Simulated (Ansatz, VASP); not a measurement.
## One calculation of LaBe, two programs

```
La Be
1.0
     0.00000    3.02686    3.02686
     3.02686    0.00000    3.02686
     3.02686    3.02686    0.00000
La Be
1 1
Cartesian
  3.0269 3.0269 3.0269
  0.0000 0.0000 0.0000
```

Alike in both runs: functional PBE; k mesh 6 × 6 × 6; occupations gaussian, width 0.1 eV; no spin polarisation.

Ansatz relaxed the structure, and its values are those at the end. VASP's run is a single point on that final structure, the one shown.

|  | VASP | Ansatz |
| --- | --- | --- |
| version | VASP 6.6.1 | Ansatz 0.2.0 |
| potentials or method | VASP PAW PBE potentials, release 64 (La, Be) | scalar-relativistic, plane waves, PAW |
| plane-wave cutoff (eV) | 520 | 420 |
| valence electrons in the cell | 13 | 13 |

|  | VASP | Ansatz | Ansatz less VASP |
| --- | --- | --- | --- |
| gap on the k mesh at the Fermi level (eV) | none | none | - |
| pressure (GPa) | 0.2 | 0.2 | -0.02 |

A gap of «none» marks a metal or a gap that the smearing closes.

The runs have no spin-orbit coupling, so splittings on La are missing.
